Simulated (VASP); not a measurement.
Consider the following.

```
CELL_PARAMETERS angstrom
      0.00000     2.96917     2.96917
      2.96917     0.00000     2.96917
      2.96917     2.96917     0.00000
ATOMIC_POSITIONS crystal
  Sr 0.00000 0.00000 0.00000
```

Calculation: PBE GGA, VASP's PBE PAW potentials (set 64) (plane waves; VASP). Numerical set-up: 300 eV cut-off, 8×8×8 Γ-centred mesh, Gaussian smearing of 0.14 eV, potentials Sr_sv.

### Question
Estimate the energy per atom (σ→0), band gap (on the k-mesh) with the smallest direct gap where there is one.

### Answer

```json
{
 "band gap (on the k-mesh)": "none (metal, semimetal or under 0.01 eV)",
 "energy per atom (σ→0)": "-1.640 eV/atom"
}
```

The absolute energy has meaning only against runs of the same code, potentials and settings.

The structure is a typed Sr crystal. The cell was not relaxed at this level.
